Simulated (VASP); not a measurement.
Output of a VASP run:

**OUTCAR**
```
 ion  position               nearest neighbor table
   1  0.000  0.000  0.000-
  LATTYP: Found a body centered cubic cell.
 ALAT       =     4.4554150658
 Subroutine PRICEL returns:
 Original cell was already a primitive cell.
 Subroutine GETGRP returns: Found 48 space group operations
The static configuration has the point symmetry O_h .
The dynamic configuration has the point symmetry O_h .
 Subroutine INISYM returns: Found 48 space group operations
 Subroutine IBZKPT returns following result:
 Found     47 irreducible k-points:

 Following reciprocal coordinates:
            Coordinates               Weight
  0.000000  0.000000  0.000000      1.000000
  0.100000  0.000000  0.000000     12.000000
  0.200000  0.000000  0.000000     12.000000
  0.300000  0.000000  0.000000     12.000000
  0.400000  0.000000  0.000000     12.000000
  0.500000  0.000000  0.000000      6.000000
  0.100000  0.100000  0.000000     24.000000
  0.200000  0.100000  0.000000     48.000000
  0.300000  0.100000 -0.000000     48.000000
  0.400000  0.100000  0.000000     48.000000
  0.200000  0.200000  0.000000     24.000000
  0.300000  0.200000  0.000000     48.000000
  0.400000  0.200000 -0.000000     24.000000
  0.300000  0.300000  0.000000     24.000000
  0.100000  0.100000  0.100000      8.000000
  0.200000  0.100000  0.100000     24.000000
  0.300000  0.100000  0.100000     24.000000
  0.400000  0.100000  0.100000     12.000000
 -0.100000  0.100000  0.100000      6.000000
  0.200000  0.200000  0.100000     24.000000
  0.300000  0.200000  0.100000     48.000000
 -0.200000  0.200000  0.100000     24.000000
  0.300000  0.300000  0.100000      8.000000
 -0.300000  0.300000  0.100000     24.000000
 -0.200000  0.300000  0.100000     24.000000
 -0.400000  0.400000  0.100000     24.000000
 -0.300000  0.400000  0.100000     48.000000
  0.500000  0.500000  0.100000     12.000000
 -0.400000  0.500000  0.100000     48.000000
 -0.300000  0.500000  0.100000     24.000000
 -0.400000 -0.400000  0.100000     24.000000
  0.200000  0.200000  0.200000      8.000000
  0.300000  0.200000  0.200000     12.000000
 -0.200000  0.200000  0.200000      6.000000
 -0.300000  0.300000  0.200000     24.000000
 -0.400000  0.400000  0.200000     24.000000
 -0.300000  0.400000  0.200000     24.000000
  0.500000  0.500000  0.200000     12.000000
 -0.400000  0.500000  0.200000     48.000000
 -0.400000 -0.400000  0.200000      8.000000
   k-points           NKPTS =     47   k-points in BZ     NKDIM =     47   number of bands    NBANDS=      8
   number of dos      NEDOS =    301   number of ions     NIONS =      1
   total plane-waves  NPLWV =  27000
   dimension x,y,z NGX =    30 NGY =   30 NGZ =   30
   dimension x,y,z NGXF=    60 NGYF=   60 NGZF=   60
   ions per type =               1
   PREC   = accura    normal or accurate (medium, high low for compatibility)
   ISTART =      0    job   : 0-new  1-cont  2-samecut
   ICHARG =      2    charge: 1-file 2-atom 10-const
   ISPIN  =      1    spin polarized calculation?
   LNONCOLLINEAR =      F non collinear calculations
   LSORBIT =      F    spin-orbit coupling
   INIWAV =      1    electr: 0-lowe 1-rand  2-diag
   ENCUT  =  520.0 eV  38.22 Ry    6.18 a.u.   7.17  7.17  7.17*2*pi/ulx,y,z
   NELM   =    100;   NELMIN=  2; NELMDL= -5     # of ELM steps
   EDIFF  = 0.1E-05   stopping-criterion for ELM
   LREAL  =      F    real-space projection
   NLSPLINE    = F    spline interpolate recip. space projectors
   LMAXMIX     =    6 max onsite mixed and CHGCAR
   VOSKOWN=      0    Vosko Wilk Nusair interpolation
   EDIFFG = -.1E-01   stopping-criterion for IOM
   NSW    =     60    number of steps for IOM
   NBLOCK =      1;   KBLOCK =     60    inner block; outer block
   IBRION =      2    ionic relax: 0-MD 1-quasi-New 2-CG
   NFREE  =      1    steps in history (QN), initial steepest desc. (CG)
...
```

File OSZICAR:
```
       N       E                     dE             d eps       ncg     rms          rms(c)
DAV:   1     0.111380422767E+02    0.11138E+02   -0.37906E+03   776   0.813E+02
DAV:   2    -0.164649445422E+01   -0.12785E+02   -0.12696E+02  1088   0.119E+02
DAV:   3    -0.183818076549E+01   -0.19169E+00   -0.18915E+00  1024   0.101E+01
DAV:   4    -0.183994943000E+01   -0.17687E-02   -0.17684E-02  1192   0.139E+00
DAV:   5    -0.183996184644E+01   -0.12416E-04   -0.12416E-04  1056   0.843E-02    0.686E+00
DAV:   6    -0.185283624523E+01   -0.12874E-01   -0.15271E-03  1160   0.434E-01    0.409E+00
DAV:   7    -0.186019863605E+01   -0.73624E-02   -0.36776E-03  1080   0.635E-01    0.564E-02
DAV:   8    -0.186022160950E+01   -0.22973E-04   -0.11714E-04  1304   0.910E-02    0.180E-02
DAV:   9    -0.186022721309E+01   -0.56036E-05   -0.77155E-06  1160   0.237E-02    0.578E-03
DAV:  10    -0.186022702946E+01    0.18363E-06   -0.12786E-06   912   0.919E-03
   1 F= -.18602270E+01 E0= -.18602356E+01  d E =-.186023E+01
```

File OUTCAR:
```
------------------------ aborting loop because EDIFF is reached ----------------------------------------
  FORCE on cell =-STRESS in cart. coord.  units (eV):
  Direction    XX          YY          ZZ          XY          YZ          ZX
  --------------------------------------------------------------------------------------
  Total        0.0005746      0.0005746      0.0005746     -0.0000000     -0.0000000     -0.0000000
  in kB        0.0208177      0.0208177      0.0208177     -0.0000000     -0.0000000     -0.0000000
  external PRESSURE =       0.0208177 kB  Pullay stress =       0.0000000 kB
  volume of cell :       44.22
      direct lattice vectors                 reciprocal lattice vectors
    -2.227707533  2.227707533  2.227707533     0.000000000  0.224445980  0.224445980
     2.227707533 -2.227707533  2.227707533     0.224445980  0.000000000  0.224445980
     2.227707533  2.227707533 -2.227707533     0.224445980  0.224445980  0.000000000
 POSITION                                       TOTAL-FORCE (eV/Angst)
 -----------------------------------------------------------------------------------
      0.00000      0.00000      0.00000        -0.000000      0.000000     -0.000000
 -----------------------------------------------------------------------------------
    total drift:                               -0.000000      0.000000      0.000000
  FREE ENERGIE OF THE ION-ELECTRON SYSTEM (eV)
  ---------------------------------------------------
  free  energy   TOTEN  =        -1.8602270295 eV

  energy  without entropy=       -1.8602527534  energy(sigma->0) =       -1.86023560

 reached required accuracy - stopping structural energy minimisation
```
(Selected blocks of OUTCAR.)

POSCAR:
```
Eu
1
   -2.2277075329     2.2277075329     2.2277075329
    2.2277075329    -2.2277075329     2.2277075329
    2.2277075329     2.2277075329    -2.2277075329
Eu
1
Direct
  0.0000000000   0.0000000000   0.0000000000
```

Question: Write an INCAR and KPOINTS that could have produced this output.

Answer: Several could match; the one computed here: the input of the run itself, PBE GGA, plane waves, VASP's PBE PAW potentials (set 64).

File KPOINTS:
```
Automatic mesh
0
Gamma
10 10 10
0 0 0
```

INCAR:
```
ALGO = Normal
EDIFF = 1E-6
EDIFFG = -0.01
ENCUT = 520
GGA = PE
IBRION = 2
ISIF = 3
ISMEAR = 1
LASPH = .TRUE.
LCHARG = .FALSE.
LMAXMIX = 6
LREAL = .FALSE.
LWAVE = .FALSE.
NELM = 100
NSW = 60
PREC = Accurate
SIGMA = 0.1
SYSTEM = Eu
```

POTCAR, in this order: Eu_2 (PBE.64 set). Program: vasp_std.

The 4f electrons are frozen in the core of the lanthanide potential, so 4f levels, which can set the real gap, and their magnetism are missing.

The compound is Eu in the bcc structure. It was relaxed first, which changed the volume by -8 %. The start is the result of an earlier pass.
